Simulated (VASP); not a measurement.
All values below come from PBE GGA with D4 dispersion, VASP's PBE PAW potentials (set 64) (plane waves; VASP 6.6.1).

Input for VASP

### INCAR
```
ALGO  =  Normal
EDIFF  =  1E-7
ENCUT  =  520
GGA  =  PE
ISIF  =  2
ISMEAR  =  0
IVDW  =  13
LASPH  =  .TRUE.
LCHARG  =  .FALSE.
LREAL  =  .FALSE.
LWAVE  =  .FALSE.
NELM  =  100
PREC  =  Accurate
SIGMA  =  0.05
SYSTEM  =  NaF
```

File KPOINTS:
```
Regular mesh
0
gamma
10 10 10
```

### POSCAR
```
NaF
1.0
  0.0000000000   2.2880893729   2.2880893729
  2.2880893729   0.0000000000   2.2880893729
  2.2880893729   2.2880893729   0.0000000000
Na F
1 1
Cartesian
  0.0000000000   0.0000000000   0.0000000000
  2.2880893729   2.2880893729   2.2880893729
```

POTCAR, in this order: Na_pv F (PBE.64 set). Program: vasp_std.

### Question
What will the output report for the number of irreducible k-points (NKPTS), largest plane-wave count, number of space-group operations, FFT grid (NGX, NGY, NGZ)?

### Answer

```yaml
number of irreducible k-points (NKPTS): 47
largest_plane_wave_count: 656
number_of_space_group_operations: 48
FFT grid (NGX, NGY, NGZ): 24 × 24 × 24
```

The compound is NaF in the rock salt structure. This cell is one point of a volume scan, at 0.94 of the reference volume.
